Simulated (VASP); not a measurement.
Output of a VASP run:

**OUTCAR**
```
 ion  position               nearest neighbor table
   1  0.500  0.500  0.500-   2 2.74   2 2.74   2 2.74   2 2.74   2 2.74   2 2.74   2 2.74   2 2.74
  LATTYP: Found a simple cubic cell.
 ALAT       =     3.1693462000
 Subroutine PRICEL returns:
 Original cell was already a primitive cell.
 Subroutine GETGRP returns: Found 48 space group operations
The static configuration has the point symmetry O_h .
The dynamic configuration has the point symmetry O_h .
 Subroutine INISYM returns: Found 48 space group operations
 Subroutine IBZKPT returns following result:
 Found     84 irreducible k-points:

 Following reciprocal coordinates:
            Coordinates               Weight
  0.000000  0.000000  0.000000      1.000000
  0.083333  0.000000  0.000000      6.000000
  0.166667  0.000000  0.000000      6.000000
  0.250000  0.000000  0.000000      6.000000
  0.333333  0.000000  0.000000      6.000000
  0.416667  0.000000  0.000000      6.000000
  0.500000  0.000000  0.000000      3.000000
  0.083333  0.083333  0.000000     12.000000
  0.166667  0.083333  0.000000     24.000000
  0.250000  0.083333  0.000000     24.000000
  0.333333  0.083333  0.000000     24.000000
  0.416667  0.083333  0.000000     24.000000
  0.500000  0.083333  0.000000     12.000000
  0.166667  0.166667  0.000000     12.000000
  0.250000  0.166667  0.000000     24.000000
  0.333333  0.166667  0.000000     24.000000
  0.416667  0.166667  0.000000     24.000000
  0.500000  0.166667  0.000000     12.000000
  0.250000  0.250000  0.000000     12.000000
  0.333333  0.250000  0.000000     24.000000
  0.416667  0.250000  0.000000     24.000000
  0.500000  0.250000  0.000000     12.000000
  0.333333  0.333333  0.000000     12.000000
  0.416667  0.333333  0.000000     24.000000
  0.500000  0.333333  0.000000     12.000000
  0.416667  0.416667  0.000000     12.000000
  0.500000  0.416667  0.000000     12.000000
  0.500000  0.500000  0.000000      3.000000
  0.083333  0.083333  0.083333      8.000000
  0.166667  0.083333  0.083333     24.000000
  0.250000  0.083333  0.083333     24.000000
  0.333333  0.083333  0.083333     24.000000
  0.416667  0.083333  0.083333     24.000000
  0.500000  0.083333  0.083333     12.000000
  0.166667  0.166667  0.083333     24.000000
  0.250000  0.166667  0.083333     48.000000
  0.333333  0.166667  0.083333     48.000000
  0.416667  0.166667  0.083333     48.000000
  0.500000  0.166667  0.083333     24.000000
  0.250000  0.250000  0.083333     24.000000
   k-points           NKPTS =     84   k-points in BZ     NKDIM =     84   number of bands    NBANDS=     15
   number of dos      NEDOS =    301   number of ions     NIONS =      2
   total plane-waves  NPLWV =  13824
   dimension x,y,z NGX =    24 NGY =   24 NGZ =   24
   dimension x,y,z NGXF=    48 NGYF=   48 NGZF=   48
   ions per type =               1   1
   PREC   = accura    normal or accurate (medium, high low for compatibility)
   ISTART =      0    job   : 0-new  1-cont  2-samecut
   ICHARG =      2    charge: 1-file 2-atom 10-const
   ISPIN  =      1    spin polarized calculation?
   LNONCOLLINEAR =      F non collinear calculations
   LSORBIT =      F    spin-orbit coupling
   INIWAV =      1    electr: 0-lowe 1-rand  2-diag
   ENCUT  =  520.0 eV  38.22 Ry    6.18 a.u.   5.89  5.89  5.89*2*pi/ulx,y,z
   NELM   =    100;   NELMIN=  2; NELMDL= -5     # of ELM steps
   EDIFF  = 0.1E-06   stopping-criterion for ELM
   LREAL  =      F    real-space projection
   NLSPLINE    = F    spline interpolate recip. space projectors
   LMAXMIX     =    6 max onsite mixed and CHGCAR
   VOSKOWN=      0    Vosko Wilk Nusair interpolation
   EDIFFG = 0.1E-05   stopping-criterion for IOM
   NSW    =      0    number of steps for IOM
   NBLOCK =      1;   KBLOCK =      1    inner block; outer block
   IBRION =     -1    ionic relax: 0-MD 1-quasi-New 2-CG
   NFREE  =      0    steps in history (QN), initial steepest desc. (CG)
...
```

**OSZICAR**
```
       N       E                     dE             d eps       ncg     rms          rms(c)
DAV:   1     0.708186748085E+02    0.70819E+02   -0.12156E+04  2576   0.204E+03
DAV:   2    -0.604660787977E+02   -0.13128E+03   -0.12725E+03  2625   0.358E+02
DAV:   3    -0.649997848181E+02   -0.45337E+01   -0.45188E+01  3073   0.751E+01
DAV:   4    -0.650292076524E+02   -0.29423E-01   -0.29420E-01  2891   0.531E+00
DAV:   5    -0.650295739230E+02   -0.36627E-03   -0.36627E-03  3206   0.603E-01    0.866E+00
DAV:   6    -0.593716225890E+02    0.56580E+01   -0.58080E+00  2576   0.309E+01    0.667E+00
DAV:   7    -0.593290854312E+02    0.42537E-01   -0.31922E-01  2821   0.792E+00    0.354E+00
DAV:   8    -0.593375250046E+02   -0.84396E-02   -0.25878E-01  2751   0.630E+00    0.984E-01
DAV:   9    -0.593842759456E+02   -0.46751E-01   -0.37915E-02  2660   0.319E+00    0.279E-01
DAV:  10    -0.593858995202E+02   -0.16236E-02   -0.73832E-03  2842   0.951E-01    0.735E-02
DAV:  11    -0.593860264458E+02   -0.12693E-03   -0.30784E-03  2744   0.621E-01    0.543E-02
DAV:  12    -0.593862949230E+02   -0.26848E-03   -0.15334E-04  2681   0.137E-01    0.361E-02
DAV:  13    -0.593863295958E+02   -0.34673E-04   -0.37290E-05  2989   0.817E-02    0.158E-02
DAV:  14    -0.593863629768E+02   -0.33381E-04   -0.48863E-05  2765   0.993E-02    0.378E-03
DAV:  15    -0.593863625879E+02    0.38892E-06   -0.20048E-06  2646   0.206E-02    0.241E-03
DAV:  16    -0.593863623336E+02    0.25428E-06   -0.16706E-07  2069   0.639E-03    0.157E-03
DAV:  17    -0.593863607945E+02    0.15391E-05   -0.27480E-07  2329   0.662E-03    0.611E-04
DAV:  18    -0.593863607588E+02    0.35734E-07   -0.76773E-08  1379   0.341E-03
   1 F= -.59386361E+02 E0= -.59386251E+02  d E =-.328007E-03
```

### OUTCAR
```
------------------------ aborting loop because EDIFF is reached ----------------------------------------
  FORCE on cell =-STRESS in cart. coord.  units (eV):
  Direction    XX          YY          ZZ          XY          YZ          ZX
  --------------------------------------------------------------------------------------
  Total       -0.7645216     -0.7645216     -0.7645216      0.0000000      0.0000000     -0.0000000
  in kB      -38.4761226    -38.4761226    -38.4761226      0.0000000      0.0000000     -0.0000000
  external PRESSURE =     -38.4761226 kB  Pullay stress =       0.0000000 kB
  volume of cell :       31.84
      direct lattice vectors                 reciprocal lattice vectors
     3.169346200  0.000000000  0.000000000     0.315522489  0.000000000  0.000000000
     0.000000000  3.169346200  0.000000000     0.000000000  0.315522489  0.000000000
     0.000000000  0.000000000  3.169346200     0.000000000  0.000000000  0.315522489
 POSITION                                       TOTAL-FORCE (eV/Angst)
 -----------------------------------------------------------------------------------
      1.58467      1.58467      1.58467         0.000000      0.000000      0.000000
      0.00000      0.00000      0.00000         0.000000      0.000000      0.000000
 -----------------------------------------------------------------------------------
    total drift:                                0.000000      0.000000     -0.000000
  FREE ENERGIE OF THE ION-ELECTRON SYSTEM (eV)
  ---------------------------------------------------
  free  energy   TOTEN  =       -59.3863607588 eV

  energy  without entropy=      -59.3860327521  energy(sigma->0) =      -59.38625142
```
(Selected blocks of OUTCAR.)

### POSCAR
```
AuZn
1
    3.1693462000     0.0000000000     0.0000000000
    0.0000000000     3.1693462000     0.0000000000
    0.0000000000     0.0000000000     3.1693462000
Zn Au
1 1
Direct
  0.5000000000   0.5000000000   0.5000000000
  0.0000000000   0.0000000000   0.0000000000
```

Task: Write an INCAR and KPOINTS that could have produced this output.

Result: This is not unique; one that fits is the input of the run itself, r2SCAN+rVV10, plane waves, VASP's PBE PAW potentials (set 64).

KPOINTS:
```
Automatic mesh
0
Gamma
 12 12 12
0 0 0
```

### INCAR
```
SYSTEM = AuZn
PREC = Accurate
ENCUT = 520
EDIFF = 1E-7
NELM = 100
ALGO = Normal
LREAL = .FALSE.
LASPH = .TRUE.
ISMEAR = 1
SIGMA = 0.1
METAGGA = R2SCAN
LUSE_VDW = .TRUE.
BPARAM = 11.95
CPARAM = 0.0093
LMIXTAU = .TRUE.
LMAXMIX = 6
LWAVE = .FALSE.
LCHARG = .FALSE.
ISIF = 2
```

POTCAR, in this order: Zn Au (PBE.64 set). Program: vasp_std.

The compound is AuZn in the CsCl type structure. This cell is one point of a volume scan, at 1.03 of the reference volume. The electron count is odd and the run is not spin-polarised, which forces a metal.
